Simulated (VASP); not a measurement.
VASP runs on Sb (space group R-3m) share one base input (PBE GGA, plane waves, VASP's PBE PAW potentials (set 64)) and change the settings named in each case.

**KPOINTS**
```
Automatic mesh
0
Gamma
6 6 6
0.5 0.5 0.5
```

### POSCAR
```
Sb
1
    2.1770650000     1.2569290000     3.8298800000
   -2.1770650000     1.2569290000     3.8298800000
    0.0000000000    -2.5138580000     3.8298800000
Sb
2
Direct
  0.2682600000   0.2682600000   0.2682600000
  0.7317400000   0.7317400000   0.7317400000
```

### INCAR
```
ALGO=Normal
EDIFF=1E-6
ENCUT=300
GGA=PE
ISIF=2
ISMEAR=1
LASPH=.TRUE.
LCHARG=.FALSE.
LMAXMIX=4
LREAL=.FALSE.
LWAVE=.FALSE.
NELM=100
PREC=Accurate
SIGMA=0.272
SYSTEM=Sb
```

POTCAR, in this order: Sb (PBE.64 set). Program: vasp_std.

| change | E(σ→0) (eV/atom) | pressure (GPa) | largest force (eV/Å) | −TS (eV) |
|---|---|---|---|---|
| base run | -4.1468 | 0.98 | 0.152 | -0.0028 |
| NBANDS = 5 | -4.1462 | 0.90 | 0.152 | 0.0009 |
| NBANDS = 6 | -4.1468 | 0.97 | 0.153 | -0.0031 |
| NBANDS = 7 | -4.1468 | 0.98 | 0.152 | -0.0028 |
| NBANDS = 9 | -4.1468 | 0.98 | 0.152 | -0.0028 |
| NBANDS = 13 | -4.1468 | 0.98 | 0.152 | -0.0028 |
| NBANDS = 21 | -4.1468 | 0.98 | 0.152 | -0.0028 |
| NBANDS = 37 | -4.1468 | 0.98 | 0.152 | -0.0028 |
| NBANDS = 69 | -4.1468 | 0.98 | 0.152 | -0.0028 |
| GGA removed, POTCAR Sb (LDA.64 set) | -4.8061 | -2.50 | 0.023 | -0.0028 |
| GGA = PS | -4.5597 | -1.44 | 0.102 | -0.0026 |
| GGA = RP | -3.7801 | 2.23 | 0.178 | -0.0028 |
| GGA = RE | -3.8323 | 1.87 | 0.171 | -0.0028 |
 Energies of different potentials or functionals have different zeros. Unless said otherwise, spin-orbit coupling is left out, though it shifts the bands of the heavy elements here.

Left out are runs that ran out of time, are held back, or changed the cell or the kind of run, fixed moments of cells without a moment, rows past the twelfth, gaps on odd meshes, pressures of charged cells and columns that move by less than the noise.

The structure comes from a computed database's Sb entry; how it stands against other phases isn't given here. The cell was not relaxed at this level, forces remain on its atoms.
